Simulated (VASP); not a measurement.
Be3Te2Se:

```
Be Te Se
1.0
     4.54696    0.00000    0.00000
    -2.27348    3.93778    0.00000
     0.00000    0.00000    7.38365
Be Te Se
3 2 1
Direct
  0.50000 0.00000 0.50000
  0.00000 0.50000 0.50000
  0.50000 0.50000 0.50000
  0.33333 0.66667 0.00000
  0.66667 0.33333 0.00000
  0.00000 0.00000 0.50000
```

The cell was built by a generator and needn't be a form met in nature.

| Item | Value |
| --- | --- |
| Program | VASP 6.6.1 |
| Task | relaxation of cell and atoms |
| Functional | PBE |
| Potentials or basis | VASP PAW PBE potentials, release 64 (Be, Te, Se) |
| Cutoff | 520 eV |
| k mesh | 4 × 4 × 2 |
| Occupations | gaussian, width 0.15 eV |
| Spin | no spin polarisation |

At the start: pressure 11.8 GPa; volume 22.03 Å³/atom.

Question: Where does the relaxation end?

Answer: Over 7 steps the energy falls by 175.1 meV/atom and the volume is 23.46 Å³/atom (+6.5 %); space group P6/mmm (No. 191, to 0.05 Å).

Step by step:
```tsv
step	energy change (eV)	largest force (eV/Å)	pressure (GPa)	volume (Å³)
1	0.0000	0.0000	11.79	132.20
2	-0.7414	0.0000	-4.34	164.91
3	-0.9930	0.0000	-0.29	151.99
4	-0.9929	0.0000	-0.47	152.39
5	-1.0007	0.0000	-0.44	151.23
6	-1.0212	0.0000	-0.35	147.74
7	-1.0508	0.0000	-0.05	140.74
```

Final structure:
```xyz
6
Lattice="4.8952 0.0000 0.0000 -2.4476 4.2393 0.0000 0.0000 0.0000 6.7819" Properties=species:S:1:pos:R:3 pbc="T T T"
Be    2.4476    0.0000    3.3909
Be   -1.2238    2.1197    3.3909
Be    1.2238    2.1197    3.3909
Te    0.0000    2.8262    0.0000
Te    2.4476    1.4131    6.7819
Se    0.0000    0.0000    3.3909
```

Caveat: the k mesh is coarse (spacing up to 0.43 Å⁻¹), so the values aren't converged; this functional lacks dispersion, which binds the layers, so the pressure and a relaxed spacing across them are unreliable.
